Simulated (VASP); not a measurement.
Given:

```yaml
crystal:
  lattice:
    - [0.00000, 2.48554, 2.48554]
    - [2.48554, 0.00000, 2.48554]
    - [2.48554, 2.48554, 0.00000]
  atoms:
    - { symbol: Gd, position: [0.00000, 0.00000, 0.00000] }
    - { symbol: N, position: [0.50000, 0.50000, 0.50000] }
```

Calculation: optB88-vdW, VASP's PBE PAW potentials (set 64) (plane waves; VASP). Run with 520 eV cut-off, 8×8×8 Γ-centred mesh, Gaussian smearing of 0.050 eV, potentials Gd_3 N.

The 4f electrons are frozen in the core of the lanthanide potential, so 4f levels, which can set the real gap, and their magnetism are missing.

Q: Predict the energy per atom (σ→0), band gap (on the k-mesh) with the smallest direct gap where there is one.

A: 
```yaml
band gap (on the k-mesh): 0.02 eV
smallest direct gap (on the k-mesh): 0.26 eV
energy per atom (σ→0): -6.237 eV/atom
```

Only differences to runs with the same potentials and settings are physical.

The compound is GdN in the rock salt structure. It was relaxed first. The start is the result of an earlier pass.
